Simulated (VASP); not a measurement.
Consider the following.

```
CELL_PARAMETERS angstrom
     -1.58000     1.58000     1.58000
      1.58000    -1.58000     1.58000
      1.58000     1.58000    -1.58000
ATOMIC_POSITIONS crystal
  W  0.00000 0.00000 0.00000
```

Calculation: LDA (Ceperley-Alder, Perdew-Zunger), VASP's LDA PAW potentials (set 64) (plane waves; VASP 6.6.1). Numerical set-up: 520 eV cut-off, 15×15×15 Γ-centred mesh, first-order Methfessel-Paxton smearing of 0.10 eV, potentials W_sv.

Task: The ions, cell shape and volume are relaxed. Predict the relaxed structure.

Result: 
```
CELL_PARAMETERS angstrom
     -1.57117     1.57117     1.57117
      1.57117    -1.57117     1.57117
      1.57117     1.57117    -1.57117
ATOMIC_POSITIONS crystal
  W  0.00000 0.00000 0.00000
```
Space group Im-3m (229), at a tolerance of 0.03 Å.

Task: How do energy and volume change from the first to the last step?

Result: The energy (σ→0) changes by -4.6 meV/atom and the volume by -1.7 %, in 4 ionic steps.

The compound is W in the bcc structure. This run relaxes it. Symmetry was kept, so distortions that lower it aren't found.
